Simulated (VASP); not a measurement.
**FSnBr: single point with B3LYP+D4**

The system is FSnBr, in a box.

```
F Sn Br
1.0
    12.00000    0.00000    0.00000
     0.00000   11.00000    0.00000
     0.00000    0.00000   11.00000
F Sn Br
1 1 1
Direct
  0.39642 0.58879 0.45066
  0.42198 0.41503 0.44813
  0.60575 0.41605 0.55805
```

| Quantity | Value |
| --- | --- |
| Program | VASP 6.6.1 |
| Task | single point |
| Functional | B3LYP |
| Dispersion | D4 |
| Potentials or basis | VASP PAW PBE potentials, release 64 (F_h, Sn_d, Br) |
| Cutoff | 900 eV |
| k mesh | 1 × 1 × 1 |
| Occupations | gaussian, width 0.01 eV |
| Spin | no spin polarisation |
| Grid for exact exchange (PRECFOCK) | Fast |
| Exchange at q = 0 | truncated |
| Further INCAR settings | ALGO = Normal; EDIFF = 1e-06 |

The largest force is 0.606 eV/Å and the gap between the frontier levels is 4.59 eV. The dispersion energy per atom is -0.044 eV.

Forces in eV/Å, atoms in the order of the input:
```
F   -0.054  0.549 -0.007
Sn  -0.190 -0.557 -0.144
Br   0.245  0.008  0.151
```

Levels at points of the mesh, in eV from the valence-band top:
| k point | band 12 | band 13 | band 14 | band 15 | band 16 | band 17 |
| --- | --- | --- | --- | --- | --- | --- |
| (0.00, 0.00, 0.00) | -0.48 | -0.37 | 0.00 | 4.59 | 6.66 | 6.97 |

Wall time 11 min on 1 thread of Intel(R) Xeon(R) 6975P-C (Granite Rapids), on a shared host, peak memory 2.1 GiB.

Caveat: the PAW data sets were made with another functional, which shifts forces and pressure a little; spin-orbit coupling is left out, which moves the levels of the heavy elements.
